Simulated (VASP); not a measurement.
VASP ran on this input.

KPOINTS:
```
Automatic mesh
0
Gamma
9 9 9
0 0 0
```

### INCAR
```
ISMEAR = 1   # Methfessel-Paxton
ENCUT = 520   # plane-wave cut-off (eV)
NELM = 100   # most electronic steps
ALGO = Normal   # blocked Davidson
EDIFF = 1E-7   # SCF stop (eV)
LMAXMIX = 4
ISIF = 2
LCHARG = F
GGA = PS   # PBEsol
LWAVE = F
LASPH = T
LREAL = F   # projection in real space or not
SYSTEM = Ni3Si
SIGMA = 0.1   # width (eV)
PREC = Accurate
```

File POSCAR:
```
Ni3Si
3.5308050
  0.9999998952   0.0000000000   0.0000000000
  0.0000000000   0.9999998952   0.0000000000
  0.0000000000   0.0000000000   0.9999998952
Si Ni
1 3
Cartesian
  0.0000000000   0.0000000000   0.0000000000
  0.0000000000   0.4999999476   0.4999999476
  0.4999999476   0.0000000000   0.4999999476
  0.4999999476   0.4999999476   0.0000000000
```

POTCAR, in this order: Si Ni (PBE.64 set). Program: vasp_std.

### Question
Translate this PBEsol calculation to Ansatz.

### Answer
One equivalent input (not run):
Ansatz 0.2 input:
```yaml
crystal:
  lattice:
    - [3.5308046, 0.0000000, 0.0000000]
    - [0.0000000, 3.5308046, 0.0000000]
    - [0.0000000, 0.0000000, 3.5308046]
  atoms:
    - { symbol: Si, position: [0.0000000, 0.0000000, 0.0000000] }
    - { symbol: Ni, position: [0.0000000, 0.5000000, 0.5000000] }
    - { symbol: Ni, position: [0.5000000, 0.0000000, 0.5000000] }
    - { symbol: Ni, position: [0.5000000, 0.5000000, 0.0000000] }
kpoints:
  mp_grid: { grid: [9, 9, 9] }
hamiltonian:
  xc: pbesol
  pseudopotentials: { kind: paw }
scf:
  occupations: { method: methfessel_paxton, width: 0.1 }
  max_iter: 100
output: { forces: true, stress: true, eigenvalues: true }
```
The two are equivalent in intent, not identical: each code has its own PAW files, so the cut-off isn't converted (ENCUT is set for VASP's; basis.ecutwfc is left out, and Ansatz then takes the one that its files recommend); Ansatz stops its SCF on the density residual and VASP on the energy change (EDIFF).

The compound is Ni3Si in the L1_2 structure. This cell is one point of a volume scan, at 1.06 of the reference volume.
